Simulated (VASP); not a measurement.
An input for Quantum ESPRESSO's pw.x (written as the equivalent of a VASP run, and not itself run):

```
&CONTROL
  calculation = 'vc-relax'
  pseudo_dir = './pseudo'
  outdir = './out'
  tprnfor = .true.
  tstress = .true.
  nstep = 40
  forc_conv_thr = 0.00078
/
&SYSTEM
  ibrav = 0
  nat = 6
  ntyp = 2
  ecutwfc = 84
  occupations = 'smearing'
  smearing = 'gaussian'
  degauss = 0.003675
  input_dft = 'pbesol'
/
&ELECTRONS
  conv_thr = 7.3e-08
  electron_maxstep = 100
/
&IONS
/
&CELL
  press = 100
/
ATOMIC_SPECIES
  Pb 207.200 Pb.upf
  O 15.999 O.upf
CELL_PARAMETERS angstrom
     4.8475100   -0.0000000    0.0000000
    -0.0000000    4.8475100    0.0000000
     0.0000000    0.0000000    3.3997763
ATOMIC_POSITIONS crystal
  Pb   0.0000000  0.0000000  0.0000000
  Pb   0.5000000  0.5000000  0.5000000
  O    0.3069359  0.3069359  0.0000000
  O    0.8069359  0.1930641  0.5000000
  O    0.1930641  0.8069359  0.5000000
  O    0.6930641  0.6930641  0.0000000
K_POINTS automatic
  5 5 7 0 0 0
```

Question: Write the VASP files for the same calculation (PBEsol).

Answer: Several could match; the one computed here: 
**KPOINTS**
```
Automatic mesh
0
G
5 5 7
```

**INCAR**
```
ALGO = Normal
EDIFF = 1E-6
EDIFFG = -0.02
ENCUT = 620
GGA = PS
IBRION = 2
ISIF = 3
ISMEAR = 0
LASPH = .True.
LCHARG = .False.
LMAXMIX = 4
LREAL = .False.
LWAVE = .False.
NELM = 100
NSW = 40
PREC = Accurate
PSTRESS = 100
SIGMA = 0.05
SYSTEM = PbO2
```

POSCAR:
```
PbO2
1
    4.8475099805    -0.0000000000     0.0000000000
   -0.0000000000     4.8475099805     0.0000000000
    0.0000000000     0.0000000000     3.3997763039
Pb O
2 4
Direct
  0.0000000000   0.0000000000   0.0000000000
  0.5000000000   0.5000000000   0.5000000000
  0.3069358666   0.3069358666   0.0000000000
  0.8069358666   0.1930641334   0.5000000000
  0.1930641334   0.8069358666   0.5000000000
  0.6930641334   0.6930641334   0.0000000000
```

POTCAR, in this order: Pb_d O (PBE.64 set). Program: vasp_std.

Limits of the translation: the potentials are each code's own (VASP's PAW set, PseudoDojo norm-conserving files in pw.x), so ENCUT and ecutwfc are chosen apart and not converted; conv_thr bounds pw.x's estimated SCF error, while EDIFF bounds the energy change between steps; forc_conv_thr acts on force components and is met together with etot_conv_thr.

The compound is PbO2 in the rutile structure. It was relaxed first under an external pressure of 10 GPa.
